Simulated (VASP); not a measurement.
# YS (Fm-3m) in VASP: a series of runs

One crystal, YS, is run at these levels: LDA; tasks: relaxation of cell and atoms, vibrations by finite differences.

Everything below comes from runs of VASP 6.6.1. Logs are shortened: lines on timing, memory, paths and dates and some standing lists are left out, and cuts for length are marked.

## (1) The crystal as given

It takes space group Fm-3m (No. 225, cubic). The conventional cell has a = 5.487 Å, b = 5.487 Å, c = 5.487 Å, α = 90.00°, β = 90.00°, γ = 90.00°. Y (site symmetry m-3m) has 6 S at 2.74 Å as nearest neighbours. S (site symmetry m-3m) has 6 Y at 2.74 Å as nearest neighbours.

## (2) Relaxation of cell and atoms, LDA

INCAR

```
SYSTEM = YS
PREC = Accurate ; ENCUT = 350
EDIFF = 1E-7 ; ISMEAR = 0
SIGMA = 0.02 ; LREAL = .FALSE.
LASPH = .TRUE. ; NELM = 80
ALGO = Normal ; ISIF = 3
LWAVE = .FALSE. ; LCHARG = .FALSE.
GGA = CA ; IBRION = 2
NSW = 80 ; EDIFFG = -0.002
```

KPOINTS

```
Automatic mesh
0
G
  6 6 6
  0 0 0
```

POSCAR

```
YS
1.0
    0.0000000000      2.7436500000      2.7436500000
    2.7436500000      0.0000000000      2.7436500000
    2.7436500000      2.7436500000      0.0000000000
Y S
1 1
Direct
    0.5000000000      0.5000000000      0.5000000000
    0.0000000000      0.0000000000      0.0000000000
```

Potentials or basis: VASP PAW LDA potentials, release 64 (Y_sv, S).

Started as:

```
cat potpaw_LDA.64/Y_sv/POTCAR potpaw_LDA.64/S/POTCAR > POTCAR
mpirun -np 1 vasp_std > vasp.out
```

OUTCAR:

```text
SYSTEM = YS
   PREC = Accurate
   ENCUT = 350
   EDIFF = 1E-7
   ISMEAR = 0
   LREAL = .FALSE.
   LASPH = .TRUE.
   NELM = 80
   ISIF = 3
   GGA = CA
   IBRION = 2
   NSW = 80
   EDIFFG = -0.002

 ion  position               nearest neighbor table
   1  0.500  0.500  0.500-   2 2.74   2 2.74   2 2.74   2 2.74   2 2.74   2 2.74
   2  0.000  0.000  0.000-   1 2.74   1 2.74   1 2.74   1 2.74   1 2.74   1 2.74

  LATTYP: Found a face centered cubic cell.
 ALAT       =     5.4873000000

  Lattice vectors:

 A1 = (   0.0000000000,   2.7436500000,   2.7436500000)
 A2 = (   2.7436500000,   0.0000000000,   2.7436500000)
 A3 = (   2.7436500000,   2.7436500000,   0.0000000000)

Analysis of symmetry for initial positions (statically):
=====================================================================
 Subroutine PRICEL returns:
 Original cell was already a primitive cell.

 Routine SETGRP: Setting up the symmetry group for a
 face centered cubic supercell.

 Subroutine GETGRP returns: Found 48 space group operations
 (whereof 48 operations were pure point group operations)
 out of a pool of 48 trial point group operations.

The static configuration has the point symmetry O_h .

Analysis of symmetry for dynamics (positions and initial velocities):
=====================================================================
 Subroutine PRICEL returns:
 Original cell was already a primitive cell.

 Routine SETGRP: Setting up the symmetry group for a
 face centered cubic supercell.

 Subroutine GETGRP returns: Found 48 space group operations
 (whereof 48 operations were pure point group operations)
 out of a pool of 48 trial point group operations.

The dynamic configuration has the point symmetry O_h .

 Subroutine INISYM returns: Found 48 space group operations
 (whereof 48 operations are pure point group operations),
 and found     1 'primitive' translations

----------------------------------------------------------------------------------------

                                     Primitive cell

  volume of cell :      41.3063

  direct lattice vectors                    reciprocal lattice vectors
     0.000000000  2.743650000  2.743650000    -0.182238988  0.182238988  0.182238988
     2.743650000  0.000000000  2.743650000     0.182238988 -0.182238988  0.182238988
     2.743650000  2.743650000  0.000000000     0.182238988  0.182238988 -0.182238988

  length of vectors
     3.880107040  3.880107040  3.880107040     0.315647187  0.315647187  0.315647187

  position of ions in fractional coordinates (direct lattice)
     0.500000000  0.500000000  0.500000000
     0.000000000  0.000000000  0.000000000

  ion indices of the primitive-cell ions
   primitive index   ion index
                 1           1
                 2           2

----------------------------------------------------------------------------------------

 KPOINTS: Automatic mesh

Automatic generation of k-mesh.
 Grid dimensions read from file:
 generate k-points for:    6    6    6

 Generating k-lattice:

  Cartesian coordinates                     Fractional coordinates (reciprocal lattice)
    -0.030373165  0.030373165  0.030373165     0.166666667  0.000000000  0.000000000
     0.030373165 -0.030373165  0.030373165     0.000000000  0.166666667  0.000000000
     0.030373165  0.030373165 -0.030373165     0.000000000  0.000000000  0.166666667

  Length of vectors
     0.052607864  0.052607864  0.052607864

  Shift w.r.t. Gamma in fractional coordinates (k-lattice)
     0.000000000  0.000000000  0.000000000

 Subroutine IBZKPT returns following result:
 ===========================================

 Found     16 irreducible k-points:

 Following reciprocal coordinates:
            Coordinates               Weight
  0.000000  0.000000  0.000000      1.000000
  0.166667  0.000000  0.000000      8.000000
  0.333333  0.000000  0.000000      8.000000
  0.500000  0.000000  0.000000      4.000000
  0.166667  0.166667  0.000000      6.000000
  0.333333  0.166667  0.000000     24.000000
[... 8 lines left out ...]
 -0.333333  0.333333  0.166667     24.000000
 -0.333333  0.500000  0.166667     12.000000
   k-points           NKPTS =     16   k-points in BZ     NKDIM =     16   number of bands    NBANDS=     12
   number of dos      NEDOS =    301   number of ions     NIONS =      2
   total plane-waves  NPLWV =  13824
   dimension x,y,z NGX =    24 NGY =   24 NGZ =   24
   dimension x,y,z NGXF=    48 NGYF=   48 NGZF=   48
   ions per type =               1   1
   NGX,Y,Z   is equivalent  to a cutoff of  10.28, 10.28, 10.28 a.u.
   NGXF,Y,Z  is equivalent  to a cutoff of  20.57, 20.57, 20.57 a.u.
 SYSTEM =  YS
   PREC   = accura    normal or accurate (medium, high low for compatibility)
   ISTART =      0    job   : 0-new  1-cont  2-samecut
   ICHARG =      2    charge: 1-file 2-atom 10-const
   ISPIN  =      1    spin polarized calculation?
   LNONCOLLINEAR =      F non collinear calculations
   LSORBIT =      F    spin-orbit coupling
   LASPH  =      T    aspherical Exc in radial PAW
   ENCUT  =  350.0 eV  25.72 Ry    5.07 a.u.   5.92  5.92  5.92*2*pi/ulx,y,z
   NELM   =     80;   NELMIN=  2; NELMDL= -5     # of ELM steps
   EDIFF  = 0.1E-06   stopping-criterion for ELM
   LREAL  =      F    real-space projection
   EDIFFG = -.2E-02   stopping-criterion for IOM
   NSW    =     80    number of steps for IOM
   IBRION =      2    ionic relax: 0-MD 1-quasi-New 2-CG
   NFREE  =      1    steps in history (QN), initial steepest desc. (CG)
   ISIF   =      3    stress and relaxation
   ISYM   =      2    0-nonsym 1-usesym 2-fastsym
   POTIM  = 0.5000    time-step for ionic-motion
   TEBEG  =    0.0;   TEEND  =   0.0 temperature during run
   PSTRESS=    0.0 pullay stress
   NELECT =      17.0000    total number of electrons
   NUPDOWN=      -1.0000    fix difference up-down
   EMIN   =  10.00;   EMAX   =-10.00  energy-range for DOS
   EFERMI =   0.00;   METHOD = LEGACY
   ISMEAR =     0;   SIGMA  =   0.02  broadening in eV -4-tet -1-fermi 0-gaus
   EFERMI_NEDOS =   21; number of points for ismear=-14 and -15
   IALGO  =     38    algorithm
   IMIX   =      4    mixing-type and parameters
     AMIX     =   0.40;   BMIX     =  1.00
     AMIX_MAG =   1.60;   BMIX_MAG =  1.00
  volume/ion in A,a.u.               =      20.65       139.37
  Fermi-wavevector in a.u.,A,eV,Ry     =   1.217734  2.301184 20.175754  1.482876
  Thomas-Fermi vector in A             =   2.353044
   LORBIT       =      0    0 simple, 1 ext, 2 COOP (PROOUT), +10 PAW based schemes
   GGA     = CA    functional components
   LHFCALC =     F    Hartree Fock is set to
   AEXX    =    0.0000 exact exchange contribution
   IVDW    =     0    specifies the selected vdW correction
   LEPSILON=     F    determine dielectric tensor
   LRPA    =     F    only Hartree local field effects (RPA)
 conjugate gradient relaxation of ions
 non-spin polarized calculation
 Gauss-broadening in eV      SIGMA  =   0.02
  energy-cutoff  :      350.00
  volume of cell :       41.31
 maximum number of plane-waves:       636
   NGX = 11   NGY = 11   NGZ = 11

--------------------------------------- Ionic step        1  -------------------------------------------

 number of electron      17.0000006 magnetization

 Free energy of the ion-electron system (eV)
  ---------------------------------------------------
  ext. energy  EPLUGINS =         0.00000000
  ---------------------------------------------------
  free energy    TOTEN  =       -16.05297851 eV

  energy without entropy =      -16.05264562  energy(sigma->0) =      -16.05281206

------------------------ aborting loop because EDIFF is reached ----------------------------------------

  FORCE on cell =-STRESS in cart. coord.  units (eV):
  Direction    XX          YY          ZZ          XY          YZ          ZX
  --------------------------------------------------------------------------------------
  -------------------------------------------------------------------------------------
  Total       -1.0122980     -1.0122980     -1.0122980     -0.0000000     -0.0000000     -0.0000000
  in kB      -39.2647507    -39.2647507    -39.2647507     -0.0000000     -0.0000000     -0.0000000
  external PRESSURE =     -39.2647507 kB  Pullay stress =       0.0000000 kB

 VOLUME and BASIS-vectors are now :
 -----------------------------------------------------------------------------
  energy-cutoff  :      350.00
  volume of cell :       41.31
      direct lattice vectors                 reciprocal lattice vectors
     0.000000000  2.743650000  2.743650000    -0.182238988  0.182238988  0.182238988
     2.743650000  0.000000000  2.743650000     0.182238988 -0.182238988  0.182238988
     2.743650000  2.743650000  0.000000000     0.182238988  0.182238988 -0.182238988
[... 145 lines left out ...]
 POSITION                                       TOTAL-FORCE (eV/Angst)
 -----------------------------------------------------------------------------------
      2.70905      2.70905      2.70905        -0.000000     -0.000000     -0.000000
      0.00000      0.00000      0.00000         0.000000      0.000000      0.000000
 -----------------------------------------------------------------------------------
    total drift:                                0.000000     -0.000000      0.000000

  FREE ENERGIE OF THE ION-ELECTRON SYSTEM (eV)
  ---------------------------------------------------
  free  energy   TOTEN  =       -16.0727571660 eV

  energy  without entropy=      -16.0724242742  energy(sigma->0) =      -16.07259072

--------------------------------------- Ionic step        6  -------------------------------------------

 number of electron      16.9999999 magnetization

 Free energy of the ion-electron system (eV)
  ---------------------------------------------------
  ext. energy  EPLUGINS =         0.00000000
  ---------------------------------------------------
  free energy    TOTEN  =       -16.07275980 eV

  energy without entropy =      -16.07242690  energy(sigma->0) =      -16.07259335

 E-fermi :   7.0194     XC(G=0): -10.9595

 val. band max:        7.0098411027   @ k =   0.1667   0.0000   0.0000
 cond. band min:       7.2718365884   @ k =   0.1667   0.0000   0.0000
 fundamental gap:      0.2619954857
 Fermi energy:         7.0193798282

 k-point     1 :       0.0000    0.0000    0.0000
  band No.  band energies     occupation
      1     -36.0105      2.00000
      2     -16.0719      2.00000
      3     -16.0719      2.00000
      4     -16.0719      2.00000
      5      -8.1606      2.00000
      6       3.6375      2.00000
      7       3.6375      2.00000
      8       3.6375      2.00000
      9       6.7218      2.00000
     10       6.7218      2.00000
     11       6.7218      2.00000
     12       7.6058      0.00000

 k-point     2 :       0.1667    0.0000    0.0000
  band No.  band energies     occupation
      1     -36.0012      2.00000
      2     -16.2139      2.00000
      3     -16.0816      2.00000
      4     -16.0816      2.00000
      5      -7.8207      2.00000
      6       2.3061      2.00000
      7       2.9091      2.00000
      8       2.9091      2.00000
      9       7.0098      1.50000
     10       7.2718      0.00000
     11       7.2718      0.00000
     12       8.8748      0.00000
[... 230 lines left out ...]
 POSITION                                       TOTAL-FORCE (eV/Angst)
 -----------------------------------------------------------------------------------
      2.70865      2.70865      2.70865         0.000000      0.000000      0.000000
      2.70865      0.00000      2.70865        -0.000000     -0.000000     -0.000000
 -----------------------------------------------------------------------------------
    total drift:                                0.000000     -0.000000      0.000000

  FREE ENERGIE OF THE ION-ELECTRON SYSTEM (eV)
  ---------------------------------------------------
  free  energy   TOTEN  =       -16.0727597962 eV

  energy  without entropy=      -16.0724269044  energy(sigma->0) =      -16.07259335

 reached required accuracy - stopping structural energy minimisation
```

It took 24 s on 1 thread of AMD EPYC 7R13 (Zen 3), shared host; peak memory 0.1 GiB.

What came out:

```
Free energy                            : -16.0728 eV
Relaxed volume                         : 19.87 Å³/atom
Relaxed cell                           : a = 3.831 Å, b = 3.831 Å, c = 3.831 Å, α = 60.00°, β = 60.00°, γ = 60.00°
Space group after relaxing (to 0.05 Å) : Fm-3m (No. 225)
Energy gained by relaxing              : 9.9 meV/atom
Ionic steps                            : 6
Pressure after relaxing                : 0.0 GPa
Band gap on the k mesh                 : none (metal or under the smearing width)
```

The path:
| step | energy change (eV) | largest force (eV/Å) | pressure (GPa) | volume (Å³) |
| --- | --- | --- | --- | --- |
| 1 | 0.0000 | 0.0000 | -3.93 | 41.31 |
| 2 | -0.0018 | 0.0000 | 4.26 | 38.35 |
| 3 | -0.0198 | 0.0000 | -0.02 | 39.75 |
| 4 | -0.0198 | 0.0000 | 0.06 | 39.72 |
| 5 | -0.0198 | 0.0000 | -0.05 | 39.76 |
| 6 | -0.0198 | 0.0000 | 0.00 | 39.75 |

Final structure:
```
Y S
1.0
     0.00000    2.70865    2.70865
     2.70865    0.00000    2.70865
     2.70865    2.70865    0.00000
Y S
1 1
Direct
  0.50000 0.50000 0.50000
  0.00000 0.00000 0.00000
```

## (3) Relaxation of cell and atoms, LDA

This run uses another cell than the first one, of 19.87 Å³/atom, 0.962 times its volume.

INCAR is that of step 2.

KPOINTS is that of step 2.

POSCAR

```
YS                                      
1.0
   -0.0000000000      2.7086500351      2.7086500351
    2.7086500351      0.0000000000      2.7086500351
    2.7086500351      2.7086500351     -0.0000000000
  Y               S             
     1     1
Direct
     0.5000000000000000    0.5000000000000000    0.5000000000000000
     0.0000000000000000    1.0000000000000000    0.0000000000000000
```

Potentials or basis: VASP PAW LDA potentials, release 64 (Y_sv, S).

Started as:

```
cat potpaw_LDA.64/Y_sv/POTCAR potpaw_LDA.64/S/POTCAR > POTCAR
mpirun -np 1 vasp_std > vasp.out
```

It took 8 s on 1 thread of AMD EPYC 7R13 (Zen 3), shared host; peak memory 0.1 GiB.

Results (log left out):

```
Free energy             : -16.0723 eV
Pressure after relaxing : 0.0 GPa
Band gap on the k mesh  : none (metal or under the smearing width)
```

Final structure:
```
Y S
1.0
     0.00000    2.70865    2.70865
     2.70865    0.00000    2.70865
     2.70865    2.70865    0.00000
Y S
1 1
Direct
  0.50000 0.50000 0.50000
  0.00000 0.00000 0.00000
```

Levels at points of the mesh, in eV from the Fermi level:
```
           k point  band 6  band 7  band 8  band 9  band 10  band 11  band 12
(0.00, 0.00, 0.00)   -3.38   -3.38   -3.38   -0.30    -0.30    -0.30     0.59
(0.50, 0.00, 0.00)   -7.28   -5.38   -5.38    2.10     2.79     2.85     2.85
(0.50, 0.50, 0.00)   -5.52   -4.09   -4.09   -2.53     1.90     3.35     3.94
```

Caveat: the relaxation stopped at its first step, so nothing moved.

## (4) Vibrations by finite differences, LDA

This run uses another cell than the first one, of 19.87 Å³/atom, 0.962 times its volume.

INCAR

```
SYSTEM = YS
ALGO = Normal ; EDIFF = 1E-8
ENCUT = 350 ; GGA = CA
IBRION = 6 ; ISIF = 3
ISMEAR = 0 ; LASPH = .True.
LCHARG = .False. ; LREAL = .False.
LWAVE = .False. ; NELM = 80
NFREE = 2 ; NSW = 1
POTIM = 0.015 ; PREC = Accurate
SIGMA = 0.02
```

KPOINTS

```
k-points
0
Gamma
  6 6 6
  0 0 0
```

POSCAR

```
YS                                      
1.0
    0.0000000000      2.7086500351      2.7086500351
    2.7086500351      0.0000000000      2.7086500351
    2.7086500351      2.7086500351      0.0000000000
  Y               S             
     1     1
Direct
     0.5000000000000000    0.5000000000000000    0.5000000000000000
     0.0000000000000000    0.0000000000000000    0.0000000000000000
```

Started as:

```
cat potpaw_LDA.64/Y_sv/POTCAR potpaw_LDA.64/S/POTCAR > POTCAR
mpirun -np 1 vasp_std > vasp.out
```

Wall time 2.9 min (1 thread of AMD EPYC 7R13 (Zen 3), shared host); peak memory 0.13 GiB.

The run converged, but a check on its numbers failed (symmetry, net force, bounds or a known fault of this set-up), so they aren't taken as properties of the crystal.
